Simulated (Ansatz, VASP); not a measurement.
## SbSe2: VASP beside Ansatz

Aim: how closely do two programs agree when they are given the same cell, functional and k mesh? The cell is invented: other elements were put on sites of a known structure type. It may not be a known or stable phase. The cell comes out of the VASP series on this material, whose earlier steps may have relaxed, scaled or displaced it; both programs get it as it stands.

Program: Ansatz 0.2.0. Level of theory: plane waves, with VASP 6.6.1 beside it; relaxation of cell and atoms at PBEsol. Results are calculated unless marked as measured.

## Step 1: Starting point

Symmetry: Fm-3m, No. 225, cubic system. Conventional cell: a = 6.794 Å, b = 6.794 Å, c = 6.794 Å, α = 90.00°, β = 90.00°, γ = 90.00°. Nearest to Sb lie 8 Se at 2.94 Å. Nearest to Se lie 4 Sb at 2.94 Å. Farther neighbours and most contacts between anions are not listed.

Structure file:

```cif
data_structure
_symmetry_space_group_name_H-M 'Fm-3m'
_symmetry_Int_Tables_number 225
_cell_length_a 6.7939
_cell_length_b 6.7939
_cell_length_c 6.7939
_cell_angle_alpha 90.000
_cell_angle_beta 90.000
_cell_angle_gamma 90.000
_cell_volume 313.58
loop_
_atom_site_label
_atom_site_type_symbol
_atom_site_symmetry_multiplicity
_atom_site_Wyckoff_symbol
_atom_site_fract_x
_atom_site_fract_y
_atom_site_fract_z
_atom_site_occupancy
Sb1 Sb 4 a 0.00000 0.00000 0.00000 1
Se1 Se 8 c 0.25000 0.75000 0.75000 1
```

## Step 2: Ansatz: relaxation of cell and atoms, PBEsol

Ansatz runs on its default PAW (the set named soft_2) files.

The relaxed volume is the usual yardstick between codes: its relative difference is about their pressure difference at one cell divided by the bulk modulus.

input.yaml reads:

```yaml
crystal:
  lattice:
    - [0.0, 3.3969316442, 3.3969316442]
    - [3.3969316442, 0.0, 3.3969316442]
    - [3.3969316442, 3.3969316442, 0.0]
  atoms:
    - { symbol: Sb, position: [0.0, 0.0, 0.0] }
    - { symbol: Se, position: [0.25, 0.25, 0.25] }
    - { symbol: Se, position: [0.75, 0.75, 0.75] }
hamiltonian:
  xc: pbesol
  pseudopotentials: { kind: paw }
kpoints:
  mp_grid: { grid: [9, 9, 9] }
scf:
  occupations: { method: methfessel_paxton, width: 0.2 }
relax:
  f_tol: 0.01
  max_steps: 60
  cell: { stress_tol: 0.05 }
output:
  forces: true
  stress: true
```

Launch:

```bash
> ansatz run input.yaml --threads 4 --pin off --max-ram 9216MiB --backend cpu --events-out ev --progress --plain --runs-dir out
```

Numbers of over 12 decimals in the logs are rounded to 6 here.

Log:

```text
Engine: ansatz 0.2.0, aarch64-unknown-linux-gnu
Pseudopotentials: kind: paw
Pseudopotential: Sb, paw, valence charge 15, recommended cutoff 420 eV (normal), Sb.paw.azcp
Pseudopotential: Se, paw, valence charge 16, recommended cutoff 420 eV (normal), Se.paw.azcp
Functional definition: PBEsol
  exchange = pbesol_x
  correlation = pbesol_c
Crystal: 3 atoms, lattice volume = 78.395 Å³
Basis set: ecut = 420 eV, 1471 PW (Γ), exchange–correlation on 72×72×72 points (8 copies of the dense FFT grid, shifted against one another)
Bands: 29, of which v1, the nominal top of the filled ones, is band 24 counted from 1 (23 counted from 0)
Symmetry: 48 space group operations
Space group: Fm-3m (ITA 225), of the structure as read, at distance tolerance 4.3e-5 Å
k-points: 35 of 729
Non-local potential: Sb, projectors of the file, l = 0: 2, l = 1: 2, l = 2: 2, l = 3: 2
Non-local potential: Se, projectors of the file, l = 0: 2, l = 1: 2, l = 2: 3, l = 3: 1
PAW form: soft (Blöchl's): semilocal exchange-correlation on the pseudo side does not see the compensation charge
PAW frozen core: Sb, regenerated for the run's functional, and the local potential with it (the file was generated under x = pbe(κ = 0.804, μ = 0.219515), c = pbe(β = 0.066725))
PAW frozen core: Se, regenerated for the run's functional, and the local potential with it (the file was generated under x = pbe(κ = 0.804, μ = 0.219515), c = pbe(β = 0.066725))
PAW one-centre angular grid: Sb, 590 points (default); XC on 64 Gauss nodes
PAW one-centre angular grid: Se, 590 points (default); XC on 64 Gauss nodes
Initial density: superposition of atomic densities (neutral atoms: chi_scale 0, normalization atom), corrected by the library's trained network
Initial wavefunctions: pseudopotential atomic-orbital guess
Functional: x = pbesol(κ = 0.804, μ = 0.123457), c = pbesol(β = 0.046)
SCF iter   1: F=—  HF=-17256.193244 eV  |F-HF|=—  |Δ(HF+E_count)|=         —  Δρ=4.00e-3  dr2=1.58e-2  ethr=1.77e-3  ⟨swp⟩=6.2  Hψ=4217  notcnv=0
preconditioner: auto → LDOS  [metal: Δε(μ)=0.004 eV  Ē_g=9.705 eV  σ=0.200 eV  W_gap=0.02  n_scr=14 (ndim 8)  ℏωp=17.3 eV  f_vac=0.088  D(μ)=2.74/eV (n_scr^D=14)  β→1.0]
SCF iter   2: F=—  HF=-17256.189117 eV  |F-HF|=—  |Δ(HF+E_count)|=   4.13e-3  S|Δr|=    0.00e0  Δρ=8.52e-4  dr2=3.68e-4  ethr=3.36e-5  ⟨swp⟩=3.0  Hψ=2252  notcnv=0  defer=3
SCF iter   3: F=—  HF=-17256.189151 eV  |F-HF|=—  |Δ(HF+E_count)|=   3.44e-5  S|Δr|=    0.00e0  Δρ=4.13e-4  dr2=1.56e-4  ethr=7.82e-7  ⟨swp⟩=2.0  Hψ=1815  notcnv=0  defer=3
SCF iter   4: F=—  HF=-17256.189001 eV  |F-HF|=—  |Δ(HF+E_count)|=   1.50e-4  S|Δr|=    0.00e0  Δρ=1.61e-4  dr2=2.17e-5  ethr=3.32e-7  ⟨swp⟩=2.0  Hψ=1812  notcnv=0  defer=3
SCF iter   5: F=—  HF=-17256.188990 eV  |F-HF|=—  |Δ(HF+E_count)|=   1.14e-5  S|Δr|=    0.00e0  Δρ=4.01e-5  dr2=2.39e-6  ethr=4.63e-8  ⟨swp⟩=3.0  Hψ=1859  notcnv=0  defer=3
SCF iter   6: F=-17256.188988 eV  HF=-17256.188988 eV  |F-HF|=1.39e-8  |Δ(HF+E_count)|=   1.40e-6  S|Δr|=    0.00e0  Δρ=7.13e-6  dr2=3.91e-8  ethr=2.13e-10  ⟨swp⟩=3.1  Hψ=4358  notcnv=0
SCF 1 converged in 6 iterations: F = -17256.188988 eV  dr2 = 3.91e-8
  greatest PAW one-centre occupation: 1.000 electrons in one spin orbital (limit 2), on the Se atom at site 2 (counted from 0), in its partial waves of l = 2
relax step   1: F+E_penalty+E_count = -17256.18898811 eV  Δ(F+E_penalty+E_count) = +0.000e0 eV  max|allowed force component| = 1.311e-17 eV/Å  Δτ_max = 0.0000 Å  P = -0.050 GPa  Ω = 78.395 Å³  (6 SCF iters, dr2 threshold 1.00e-7 eV, accepted)
Initial density: handed on by an earlier stage of this run
Initial wavefunctions: pseudopotential atomic-orbital guess (no wavefunctions were taken with the density)
iter 1 solved again at ethr=4.33e-8 eV; its pass at ethr=3.10e-3 eV (dr2=2.04e-5 eV) is discarded
SCF iter   1: F=—  HF=-17256.188988 eV  |F-HF|=—  |Δ(HF+E_count)|=         —  Δρ=7.26e-6  dr2=4.07e-8  ethr=4.33e-8  ⟨swp⟩=3.1  Hψ=7097  notcnv=0
preconditioner: auto → LDOS  [metal: Δε(μ)=0.010 eV  Ē_g=9.717 eV  σ=0.200 eV  W_gap=0.04  n_scr=14 (ndim 8)  ℏωp=17.3 eV  f_vac=0.086  D(μ)=2.76/eV (n_scr^D=14)  β→1.0]
SCF iter   2: F=—  HF=-17256.188988 eV  |F-HF|=—  |Δ(HF+E_count)|=   2.66e-7  S|Δr|=    0.00e0  Δρ=2.91e-6  dr2=8.20e-9  ethr=8.66e-11  ⟨swp⟩=2.0  Hψ=1847  notcnv=0
SCF iter   3: F=—  HF=-17256.188988 eV  |F-HF|=—  |Δ(HF+E_count)|=   5.98e-9  S|Δr|=    0.00e0  Δρ=7.97e-7  dr2=4.72e-10  ethr=1.75e-11  ⟨swp⟩=2.0  Hψ=1842  notcnv=0
SCF iter   4: F=-17256.188988 eV  HF=-17256.188988 eV  |F-HF|=1.46e-11  |Δ(HF+E_count)|=  5.78e-10  S|Δr|=    0.00e0  Δρ=1.87e-7  dr2=1.99e-11  ethr=1.00e-12  ⟨swp⟩=4.6  Hψ=5148  notcnv=0
SCF 2 converged in 4 iterations: F = -17256.188988 eV  dr2 = 1.99e-11
relax step   2: F+E_penalty+E_count = -17256.18898814 eV  Δ(F+E_penalty+E_count) = -2.861e-8 eV  max|allowed force component| = 1.234e-17 eV/Å  Δτ_max = 0.0000 Å  P = -0.050 GPa  Ω = 78.395 Å³  stress off target by 4.99e-2 GPa  SCF on the basis re-selected at this cell (its energy is not comparable with the rows above)  (4 SCF iters)
basis re-selected at this cell: Δ(F+E_penalty+E_count) = -2.861e-8 eV, ΔP = -0.000 GPa vs the last step (what re-selecting the basis moved, of the pressure what is left beyond the Pulay correction that the steps carried, after the strain that the cell walked since its last selection, with what the two solves' SCF thresholds leave and, on support functions, any second-order correction that the steps lacked; it is no m [...]
SCF converged after 4 iterations
Stability not checked: this state was not tested for a lower state beside it, because cold or Methfessel-Paxton smearing, or corrected tetrahedra, fill the levels in a way that the test cannot read (fill_not_monotonic; see scf.lower_state_search)
Free energy (F): -17256.188988 eV
Harris-Foulkes:  -17256.188988 eV  (|F-HF|=1.46e-11)
Internal energy: -17256.184289 eV  (E = F + TS)
E sigma→0 (E₀):  -17256.187813 eV
Entropy (-TS):   -0.004700 eV (-1.567 meV/atom)
Fermi energy:    8.615868 eV
--- Per-component energies (eV) ---
  E_band       = -932.711027
  E_kinetic    = 442.436882
  E_local      = -6422.046752  (includes V_loc(G=0)·N_el)
  E_nonlocal   = -821.614175
  E_hartree    = 3108.123402
  E_xc         = -343.613745
  E_vxc        = -291.947369  (∫ρ·V_xc dr)
  E_paw        = -8233.720304  (= ΣΔE_a)
  E_vpaw       = -55.785226  (= ΣTr[D̂ρ^β])
  E_aug_tail   = -0.001146  (compensation charges beyond the density's cutoff)
  E_ewald      = -4988.097208
  E_core_change = 2.348758  (= ΣΔE_core)
  E_smearing   = -0.004700  (= −TS)
  E_closure    = 0.000000  (closes the sum)
  Σ components = -17256.188988   (vs F -17256.188988, Δ=0.00e0)
--- Forces (eV/Å), atoms counted from 1 ---
  atom   1  Sb    -0.00000000     0.00000000     0.00000000
  atom   2  Se     0.00000000    -0.00000000    -0.00000000
  atom   3  Se     0.00000000     0.00000000    -0.00000000
  max |Σ_I F_I| component: 3.70e-17 eV/Å
--- Stress (GPa, compression-positive) ---
       -0.049861      -0.000000       0.000000
        0.000000      -0.049861       0.000000
        0.000000      -0.000000      -0.049861
  P = ⅓ Tr σ = -0.0499 GPa (-0.499 kbar)
--- Relaxed structure (1 steps of the walk, 1 accepted, 1 SCFs on fresh bases) ---
  F+E_penalty+E_count = -17256.18898814 eV   max|allowed force component| = 1.234e-17 eV/Å   (the final SCF, on the basis selected at the relaxed cell)
  cell:  # Å, volume = 78.3954 Å³
    - [0.0, 3.3969316442, 3.3969316442]
    - [3.3969316442, 0.0, 3.3969316442]
    - [3.3969316442, 3.3969316442, 0.0]
  atoms:
    - { symbol: Sb, position: [0.0, 0.0, 0.0] }
    - { symbol: Se, position: [0.250000, 0.250000, 0.250000] }
    - { symbol: Se, position: [0.750000, 0.750000, 0.750000] }
```

Elapsed: 4.3 s, on 4 threads of Arm Neoverse N1, shared host; peak memory 0.43 GiB.

## Step 3: VASP: relaxation of cell and atoms, PBEsol

The same cell, functional, mesh and smearing now go to VASP, with its own data sets and cutoff.

Lines of VASP's logs that name or quote its potential files are left out, and so is its time.

INCAR reads:

```
SYSTEM = SbSe2
PREC = Accurate
ENCUT = 350
EDIFF = 1E-08
NELM = 120
ISMEAR = 1
SIGMA = 0.2
LREAL = .FALSE.
ALGO = Fast
GGA = PS
NBANDS = 14
LORBIT = 11
LWAVE = .FALSE.
LCHARG = .FALSE.
KPAR = 4
IBRION = 1
NSW = 30
ISIF = 3
EDIFFG = -0.002
POTIM = 0.4
```

POSCAR reads:

```
SbSe2
1.0
    0.0000000000      3.3969316442      3.3969316442
    3.3969316442      0.0000000000      3.3969316442
    3.3969316442      3.3969316442      0.0000000000
Sb Se
1 2
Direct
    0.0000000000      0.0000000000      0.0000000000
    0.2500000000      0.2500000000      0.2500000000
    0.7500000000      0.7500000000      0.7500000000
```

KPOINTS reads:

```
Automatic mesh
0
Gamma
9 9 9
0 0 0
```

Potentials, in the order of the species: Sb and Se (PBE family, release 64).

Launch:

```bash
> mpirun -np 4 vasp_std
```

Log:

```text
[banner, memory and clock lines left out]
running    4 mpi-ranks, on    1 nodes
 distrk:  each k-point on    1 cores,    4 groups
 distr:  one band on    1 cores,    1 groups

 POSCAR found type information on POSCAR SbSe
 POSCAR found :  2 types and       3 ions
|                                                                             |
|               ----> ADVICE to this user running VASP <----                  |
|                                                                             |
|     You enforced a specific xc type in the INCAR file but a different       |
|     [... a line on the potential file left out ...]
|     I HOPE YOU KNOW WHAT YOU ARE DOING!                                     |
|                                                                             |

 LDA part: xc-table for (Slater+PW92), standard interpolation
 POSCAR, INCAR and KPOINTS ok, starting setup
 FFT: planning ... GRIDC
 FFT: planning ... GRID_SOFT
 FFT: planning ... GRID
 WAVECAR not read
 entering main loop
       N       E                     dE             d eps       ncg     rms          rms(c)
DAV:   1     0.603572464329E+02    0.60357E+02   -0.47751E+03   980   0.678E+02
DAV:   2    -0.777863823795E+01   -0.68136E+02   -0.63449E+02  1288   0.145E+02
DAV:   3    -0.121489360754E+02   -0.43703E+01   -0.43136E+01  1148   0.403E+01
DAV:   4    -0.121871814780E+02   -0.38245E-01   -0.38232E-01  1214   0.448E+00
DAV:   5    -0.121875985142E+02   -0.41704E-03   -0.41702E-03  1214   0.480E-01    0.425E+00
RMM:   6    -0.119759264261E+02    0.21167E+00   -0.25868E-01   980   0.218E+00    0.252E+00
RMM:   7    -0.119701680111E+02    0.57584E-02   -0.67781E-02   980   0.118E+00    0.110E+00
RMM:   8    -0.119687602861E+02    0.14077E-02   -0.91820E-03   980   0.566E-01    0.988E-02
RMM:   9    -0.119682470947E+02    0.51319E-03   -0.16797E-03   981   0.253E-01    0.594E-02
RMM:  10    -0.119682783106E+02   -0.31216E-04   -0.21990E-04   980   0.110E-01    0.358E-02
RMM:  11    -0.119682781550E+02    0.15553E-06   -0.37073E-05   991   0.461E-02    0.732E-03
RMM:  12    -0.119682782187E+02   -0.63619E-07   -0.68278E-06   993   0.208E-02    0.275E-03
RMM:  13    -0.119682783678E+02   -0.14918E-06   -0.20293E-06   981   0.107E-02    0.138E-03
RMM:  14    -0.119682784284E+02   -0.60580E-07   -0.28625E-07  1001   0.418E-03    0.154E-03
RMM:  15    -0.119682784758E+02   -0.47391E-07   -0.11665E-07   968   0.234E-03    0.677E-04
RMM:  16    -0.119682784335E+02    0.42275E-07   -0.29611E-08   767   0.120E-03    0.234E-04
RMM:  17    -0.119682784339E+02   -0.32605E-09   -0.56681E-09   643   0.582E-04
   1 F= -.11968278E+02 E0= -.11966720E+02  d E =-.119683E+02
 BRION: g(F)=  0.253E-46 g(S)=  0.438E-04
 bond charge predicted
       N       E                     dE             d eps       ncg     rms          rms(c)
DAV:   1    -0.119683669753E+02   -0.88542E-04   -0.16519E-03  1244   0.223E-01    0.430E-02
RMM:   2    -0.119683133571E+02    0.53618E-04   -0.70941E-05   980   0.469E-02    0.202E-02
RMM:   3    -0.119682989642E+02    0.14393E-04   -0.36398E-05   980   0.335E-02    0.466E-03
RMM:   4    -0.119682984709E+02    0.49329E-06   -0.47826E-06   981   0.135E-02    0.453E-03
RMM:   5    -0.119682985141E+02   -0.43189E-07   -0.39032E-07   980   0.438E-03    0.919E-04
RMM:   6    -0.119682985079E+02    0.61476E-08   -0.13010E-07   981   0.221E-03    0.916E-04
RMM:   7    -0.119682984990E+02    0.88999E-08   -0.16384E-08   702   0.926E-04
   2 F= -.11968298E+02 E0= -.11966748E+02  d E =-.200652E-04
 BRION: g(F)=  0.188E-46 g(S)=  0.866E-06 retain N=  1 mean eig= 0.88
 eig:   0.877
 reached required accuracy - stopping structural energy minimisation
```

OUTCAR, selected parts (step 3):

```text
ion  position               nearest neighbor table
   1  0.000  0.000  0.000-   3 2.94   3 2.94   3 2.94   2 2.94   3 2.94   2 2.94   2 2.94   2 2.94

  LATTYP: Found a face centered cubic cell.
 ALAT       =     6.7938632884

 Subroutine GETGRP returns: Found 48 space group operations
 (whereof 48 operations were pure point group operations)

The static configuration has the point symmetry O_h .

 Found     35 irreducible k-points:

   k-points           NKPTS =     35   k-points in BZ     NKDIM =     35   number of bands    NBANDS=     14

   dimension x,y,z NGX =    30 NGY =   30 NGZ =   30
   dimension x,y,z NGXF=    60 NGYF=   60 NGZF=   60

   ENCUT  =  350.0 eV  25.72 Ry    5.07 a.u.   7.33  7.33  7.33*2*pi/ulx,y,z

   NELECT =      17.0000    total number of electrons

 k-points in reciprocal lattice and weights: Automatic mesh
   0.00000000  0.00000000  0.00000000       0.001
   0.11111111  0.00000000  0.00000000       0.011
   0.22222222  0.00000000  0.00000000       0.011
   0.33333333  0.00000000  0.00000000       0.011
   0.44444444  0.00000000  0.00000000       0.011
   0.11111111  0.11111111  0.00000000       0.008
   0.22222222  0.11111111  0.00000000       0.033
   0.33333333  0.11111111  0.00000000       0.033
   0.44444444  0.11111111  0.00000000       0.033
[...]
-0.33333333  0.44444444  0.11111111       0.033
  -0.33333333  0.44444444  0.22222222       0.033

 average (electrostatic) potential at core
       1 -88.2874       2 -53.3903       3 -53.3903

 E-fermi :   4.6225

 k-point     1 :       0.0000    0.0000    0.0000
  band No.  band energies     occupation
    ...
      5       1.6028      2.00000
      6       1.6028      2.00000
      7       2.3894      2.00000
      8       2.3894      2.00000
      9       2.3894      2.00000
     10       5.9952     -0.00000
     11       5.9952     -0.00000
     12       5.9952     -0.00000
     13      10.1153      0.00000
     14      10.1153      0.00000

 k-point     2 :       0.1111    0.0000    0.0000
  band No.  band energies     occupation
    ...
      5       1.4475      2.00000
      6       1.4475      2.00000
      7       2.4859      2.00000
      8       2.4859      2.00000
      9       3.2441      2.00000
     10       5.9754     -0.00000
     11       6.0648     -0.00000
     12       6.0648     -0.00000
     13      10.4404      0.00000
     14      10.4404      0.00000

 k-point     3 :       0.2222    0.0000    0.0000
  band No.  band energies     occupation
    ...
      5       1.1869      2.00000
      6       1.1869      2.00000
      7       2.5565      2.00000
      8       2.5565      2.00000
      9       4.3097      2.04943
     10       6.3311     -0.00000
     11       6.3758     -0.00000
     12       6.3758     -0.00000
     13      11.2525      0.00000
     14      11.2525      0.00000

  Total        0.0047362      0.0047362      0.0047362      0.0000000     -0.0000000      0.0000000
  in kB        0.0969209      0.0969209      0.0969209      0.0000000     -0.0000000      0.0000000
  external PRESSURE =       0.0969209 kB  Pullay stress =       0.0000000 kB

  energy-cutoff  :      350.00
  volume of cell :       78.29
      direct lattice vectors                 reciprocal lattice vectors
     0.000000000  3.395459045  3.395459045    -0.147255494  0.147255494  0.147255494
     3.395459045  0.000000000  3.395459045     0.147255494 -0.147255494  0.147255494
     3.395459045  3.395459045  0.000000000     0.147255494  0.147255494 -0.147255494

 POSITION                                       TOTAL-FORCE (eV/Angst)
 -----------------------------------------------------------------------------------
     -0.00000      0.00000     -0.00000         0.000000      0.000000      0.000000
      1.69773      1.69773      1.69773        -0.000000     -0.000000     -0.000000
      5.09319      5.09319      5.09319        -0.000000     -0.000000      0.000000
 -----------------------------------------------------------------------------------
    total drift:                               -0.000000      0.000000      0.000000

  FREE ENERGIE OF THE ION-ELECTRON SYSTEM (eV)
  ---------------------------------------------------
  free  energy   TOTEN  =       -11.9682984990 eV

  energy  without entropy=      -11.9636468587  energy(sigma->0) =      -11.96674795

 reached required accuracy - stopping structural energy minimisation

 total charge
# of ion       s       p       d       tot
------------------------------------------
    1        1.325   0.861   0.067   2.253
    2        1.502   2.204   0.030   3.736
    3        1.502   2.204   0.030   3.736
--------------------------------------------------
tot          4.330   5.269   0.126   9.726

[... 3 further parts left out ...]
```

CONTCAR:

```
SbSe2
   1.00000000000000
     0.0000000000000000    3.3954590445583639    3.3954590445583639
     3.3954590445583639    0.0000000000000000    3.3954590445583639
     3.3954590445583639    3.3954590445583639    0.0000000000000000
  Sb              Se
     1     2
Direct
     0.0000000000000000   -0.0000000000000000    0.0000000000000000
     0.2500000000000000    0.2500000000000000    0.2500000000000000
     0.7500000000000000    0.7500000000000000    0.7500000000000000
```

## Step 4: Comparison

Known differences besides the PAW data sets themselves: both relaxations stop at a tolerance, which leaves soft axes loose, and VASP keeps its plane-wave basis; the data sets hold 47 valence electrons in Ansatz (default PAW (the set named soft_2) files) and 17 in VASP; the cutoff is 420 eV in Ansatz and 350 eV in VASP; Ansatz makes its cores anew for this functional, VASP keeps those of its PBE data sets; VASP leaves aspherical gradient terms in its spheres out (LASPH is not set), Ansatz keeps them; Ansatz adds a Pulay correction to the stress that steers its cell, VASP none. Total energies have different zeros and are not compared.

Compared:

```tsv
quantity	Ansatz	VASP	difference
volume (Å³)	78.40	78.29	+0.13 %
edge a after relaxation, in the typed setting (Å)	4.804	4.802	+0.04 %
```

The walks stopped with -0.05 GPa left in Ansatz and 0.01 GPa in VASP; each walk ends within a tolerance, so the volume difference is uncertain by about these residues over the bulk modulus, most in soft cells.

## Step 5: Outcome

| Item | Value |
| --- | --- |
| difference in volume (relaxation of cell and atoms, PBEsol) | 0.13 % |

In words: The difference in volume is 0.13 % (relaxation of cell and atoms, PBEsol), within the 1.2 % picked in this series as the mark of a large difference, as far as the stopping tolerances let one tell. How closely two codes agree says nothing of how well the functional describes the real material.

[Lines on the potential files, build, host, timing and source positions are cut from VASP's logs without a mark.]

[Logs are printed without paths, hosts, clocks, repeated set-up lines and the standing remarks that a program may print on its own settings, such as how far it seeks lower states.]

[Hosts, paths, dates, database ids (printed as entryN), source tags and the programs' standing remarks are cut or masked in the printed files.]
